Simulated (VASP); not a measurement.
Here is a VASP 6.6.1 calculation.

File run.py:

```python
from ase.calculators.vasp import Vasp
from ase.dft.bandgap import bandgap
from ase.io import read

atoms = read('CdRh3.cif', primitive_cell=True, subtrans_included=False)
calc = Vasp(
    directory='calc',
    xc='pbesol',
    pp='PBE',
    setups='recommended',
    prec='Accurate',
    encut=520,
    ediff=1e-06,
    ismear=1,
    sigma=0.2,
    lreal=False,
    lasph=True,
    nelm=60,
    algo='Normal',
    isif=2,
    lwave=False,
    lcharg=True,
    ivdw=13,
    lelf=True,
    lvhar=True,
    kpts=[7, 7, 7],
    gamma=True,
    nbands=36,
)
atoms.calc = calc

print('energy (eV):', atoms.get_potential_energy())
print('free energy (eV):', atoms.get_potential_energy(force_consistent=True))
print('forces (eV/A):')
print(atoms.get_forces())
print('stress (eV/A^3, Voigt):', atoms.get_stress())
print('Fermi level (eV):', calc.get_fermi_level())
gap, top, bottom = bandgap(calc)
print('band gap (eV):', gap, 'from (spin, k, band)', top, 'to', bottom)
```

The input CdRh3.cif:

```cif
data_CdRh3
_cell_length_a 6.24577000
_cell_length_b 6.24577000
_cell_length_c 6.24577000
_cell_angle_alpha 90.00000000
_cell_angle_beta 90.00000000
_cell_angle_gamma 90.00000000
_space_group_name_H-M_alt 'Fm-3m'
_space_group_name_Hall '-F 4 2 3'
_space_group_IT_number 225
loop_
_space_group_symop_operation_xyz
'x,y,z'
'-x,-y,-z'
'-y,x,z'
'y,-x,-z'
'-x,-y,z'
'x,y,-z'
'y,-x,z'
'-y,x,-z'
'x,-y,-z'
'-x,y,z'
'-y,-x,-z'
'y,x,z'
'-x,y,-z'
'x,-y,z'
'y,x,-z'
'-y,-x,z'
'z,x,y'
'-z,-x,-y'
'z,-y,x'
'-z,y,-x'
'z,-x,-y'
'-z,x,y'
'z,y,-x'
'-z,-y,x'
'-z,x,-y'
'z,-x,y'
'-z,-y,-x'
'z,y,x'
'-z,-x,y'
'z,x,-y'
'-z,y,x'
'z,-y,-x'
'y,z,x'
'-y,-z,-x'
'x,z,-y'
'-x,-z,y'
'-y,z,-x'
'y,-z,x'
'-x,z,y'
'x,-z,-y'
'-y,-z,x'
'y,z,-x'
'-x,-z,-y'
'x,z,y'
'y,-z,-x'
'-y,z,x'
'x,-z,y'
'-x,z,-y'
'x,y+1/2,z+1/2'
'-x,-y+1/2,-z+1/2'
'-y,x+1/2,z+1/2'
'y,-x+1/2,-z+1/2'
'-x,-y+1/2,z+1/2'
'x,y+1/2,-z+1/2'
'y,-x+1/2,z+1/2'
'-y,x+1/2,-z+1/2'
'x,-y+1/2,-z+1/2'
'-x,y+1/2,z+1/2'
'-y,-x+1/2,-z+1/2'
'y,x+1/2,z+1/2'
[... 43 lines left out ...]
'-y+1/2,x,-z+1/2'
'x+1/2,-y,-z+1/2'
'-x+1/2,y,z+1/2'
'-y+1/2,-x,-z+1/2'
'y+1/2,x,z+1/2'
'-x+1/2,y,-z+1/2'
'x+1/2,-y,z+1/2'
'y+1/2,x,-z+1/2'
'-y+1/2,-x,z+1/2'
'z+1/2,x,y+1/2'
'-z+1/2,-x,-y+1/2'
'z+1/2,-y,x+1/2'
'-z+1/2,y,-x+1/2'
'z+1/2,-x,-y+1/2'
'-z+1/2,x,y+1/2'
'z+1/2,y,-x+1/2'
'-z+1/2,-y,x+1/2'
'-z+1/2,x,-y+1/2'
'z+1/2,-x,y+1/2'
'-z+1/2,-y,-x+1/2'
'z+1/2,y,x+1/2'
'-z+1/2,-x,y+1/2'
'z+1/2,x,-y+1/2'
'-z+1/2,y,x+1/2'
'z+1/2,-y,-x+1/2'
'y+1/2,z,x+1/2'
'-y+1/2,-z,-x+1/2'
'x+1/2,z,-y+1/2'
'-x+1/2,-z,y+1/2'
'-y+1/2,z,-x+1/2'
'y+1/2,-z,x+1/2'
'-x+1/2,z,y+1/2'
'x+1/2,-z,-y+1/2'
'-y+1/2,-z,x+1/2'
'y+1/2,z,-x+1/2'
'-x+1/2,-z,-y+1/2'
'x+1/2,z,y+1/2'
'y+1/2,-z,-x+1/2'
'-y+1/2,z,x+1/2'
'x+1/2,-z,y+1/2'
'-x+1/2,z,-y+1/2'
'x+1/2,y+1/2,z'
'-x+1/2,-y+1/2,-z'
'-y+1/2,x+1/2,z'
'y+1/2,-x+1/2,-z'
'-x+1/2,-y+1/2,z'
'x+1/2,y+1/2,-z'
'y+1/2,-x+1/2,z'
'-y+1/2,x+1/2,-z'
'x+1/2,-y+1/2,-z'
'-x+1/2,y+1/2,z'
'-y+1/2,-x+1/2,-z'
'y+1/2,x+1/2,z'
'-x+1/2,y+1/2,-z'
'x+1/2,-y+1/2,z'
'y+1/2,x+1/2,-z'
'-y+1/2,-x+1/2,z'
'z+1/2,x+1/2,y'
'-z+1/2,-x+1/2,-y'
'z+1/2,-y+1/2,x'
'-z+1/2,y+1/2,-x'
'z+1/2,-x+1/2,-y'
'-z+1/2,x+1/2,y'
'z+1/2,y+1/2,-x'
'-z+1/2,-y+1/2,x'
'-z+1/2,x+1/2,-y'
'z+1/2,-x+1/2,y'
'-z+1/2,-y+1/2,-x'
'z+1/2,y+1/2,x'
'-z+1/2,-x+1/2,y'
'z+1/2,x+1/2,-y'
'-z+1/2,y+1/2,x'
'z+1/2,-y+1/2,-x'
'y+1/2,z+1/2,x'
'-y+1/2,-z+1/2,-x'
'x+1/2,z+1/2,-y'
'-x+1/2,-z+1/2,y'
'-y+1/2,z+1/2,-x'
'y+1/2,-z+1/2,x'
'-x+1/2,z+1/2,y'
'x+1/2,-z+1/2,-y'
'-y+1/2,-z+1/2,x'
'y+1/2,z+1/2,-x'
'-x+1/2,-z+1/2,-y'
'x+1/2,z+1/2,y'
'y+1/2,-z+1/2,-x'
'-y+1/2,z+1/2,x'
'x+1/2,-z+1/2,y'
'-x+1/2,z+1/2,-y'
loop_
_atom_site_label
_atom_site_type_symbol
_atom_site_symmetry_multiplicity
_atom_site_Wyckoff_symbol
_atom_site_fract_x
_atom_site_fract_y
_atom_site_fract_z
_atom_site_occupancy
Cd1 Cd 4 a 0.0000000000 0.0000000000 0.0000000000 1
Rh1 Rh 8 c 0.2500000000 0.7500000000 0.7500000000 1
Rh2 Rh 4 b 0.5000000000 0.0000000000 0.0000000000 1
```

Potentials or basis: VASP PAW PBE potentials, release 64 (Cd, Rh_pv).

The run is started by

```sh
$ python run.py
```

Predict the dispersion energy per atom.

-0.419 eV.

Predict the band gap on the k mesh.

none (metal or under the smearing width).

Caveat: the PAW data sets were made with another functional, which shifts forces and pressure a little.
